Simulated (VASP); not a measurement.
Output of a VASP run:

### OSZICAR
```
       N       E                     dE             d eps       ncg     rms          rms(c)
DAV:   1     0.131450325217E+03    0.13145E+03   -0.10856E+04   560   0.189E+03
DAV:   2     0.399613895441E+01   -0.12745E+03   -0.12533E+03   572   0.409E+02
DAV:   3    -0.729362669812E+01   -0.11290E+02   -0.11249E+02   740   0.104E+02
DAV:   4    -0.759316177146E+01   -0.29954E+00   -0.29937E+00   626   0.180E+01
DAV:   5    -0.760557748542E+01   -0.12416E-01   -0.12416E-01   826   0.355E+00    0.464E+00
DAV:   6    -0.755254009845E+01    0.53037E-01   -0.13535E-01   720   0.283E+00    0.293E+00
DAV:   7    -0.755393522977E+01   -0.13951E-02   -0.52029E-02   676   0.132E+00    0.799E-01
DAV:   8    -0.755417456695E+01   -0.23934E-03   -0.71910E-03   644   0.800E-01    0.175E-01
DAV:   9    -0.755429558419E+01   -0.12102E-03   -0.54989E-04   702   0.263E-01    0.315E-02
DAV:  10    -0.755429837146E+01   -0.27873E-05   -0.73354E-05   630   0.845E-02    0.170E-02
DAV:  11    -0.755430389705E+01   -0.55256E-05   -0.42204E-05   620   0.586E-02    0.255E-02
DAV:  12    -0.755430336156E+01    0.53549E-06   -0.33492E-06   656   0.146E-02
   1 F= -.75543034E+01 E0= -.75543034E+01  d E =-.502652E-14
```

### OUTCAR
```
------------------------ aborting loop because EDIFF is reached ----------------------------------------
  FORCE on cell =-STRESS in cart. coord.  units (eV):
  Direction    XX          YY          ZZ          XY          YZ          ZX
  --------------------------------------------------------------------------------------
  Total        0.6940872      0.6940872      0.6940872     -0.0000000      0.0000000      0.0000000
  in kB       17.6211156     17.6211156     17.6211156     -0.0000000      0.0000000      0.0000000
  external PRESSURE =      17.6211156 kB  Pullay stress =       0.0000000 kB
  volume of cell :       63.11
      direct lattice vectors                 reciprocal lattice vectors
     0.000000000  3.160000000  3.160000000    -0.158227848  0.158227848  0.158227848
     3.160000000  0.000000000  3.160000000     0.158227848 -0.158227848  0.158227848
     3.160000000  3.160000000  0.000000000     0.158227848  0.158227848 -0.158227848
 POSITION                                       TOTAL-FORCE (eV/Angst)
 -----------------------------------------------------------------------------------
      0.00000      0.00000      0.00000        -0.000000     -0.000000      0.000000
      3.16000      3.16000      3.16000         0.000000      0.000000     -0.000000
 -----------------------------------------------------------------------------------
    total drift:                                0.000000     -0.000000     -0.000000
  FREE ENERGIE OF THE ION-ELECTRON SYSTEM (eV)
  ---------------------------------------------------
  free  energy   TOTEN  =        -7.5543033616 eV

  energy  without entropy=       -7.5543033616  energy(sigma->0) =       -7.55430336
```
(Selected blocks of OUTCAR.)

POSCAR:
```
SnTe
1
    0.0000000000     3.1600000000     3.1600000000
    3.1600000000     0.0000000000     3.1600000000
    3.1600000000     3.1600000000     0.0000000000
Sn Te
1 1
Direct
  0.0000000000   0.0000000000   0.0000000000
  0.5000000000   0.5000000000   0.5000000000
```

Question: Reconstruct the remaining input files.

Answer: Several could match; the one computed here: the input of the run itself, PBE GGA, plane waves, VASP's PBE PAW potentials (set 64).

**KPOINTS**
```
Automatic mesh
0
Gamma
7 7 7
0 0 0
```

### INCAR
```
# general
SYSTEM =SnTe
PREC   =Accurate
ENCUT  =650
LREAL  =F
LASPH  =T

# electronic loop
EDIFF  =1E-6
NELM   =100
ALGO   =Normal
LMAXMIX=4

# smearing
ISMEAR =0
SIGMA  =0.05

# functional
GGA    =PE

# ions
ISIF   =2

# output
LWAVE  =F
LCHARG =F
```

POTCAR, in this order: Sn_d Te (PBE.64 set). Program: vasp_std.

The compound is SnTe in the rock salt structure, which distorts at low temperature. The cell was not relaxed at this level. The run is one of a series of settings (ENCUT = 650 against the base run), some of them coarse on purpose.
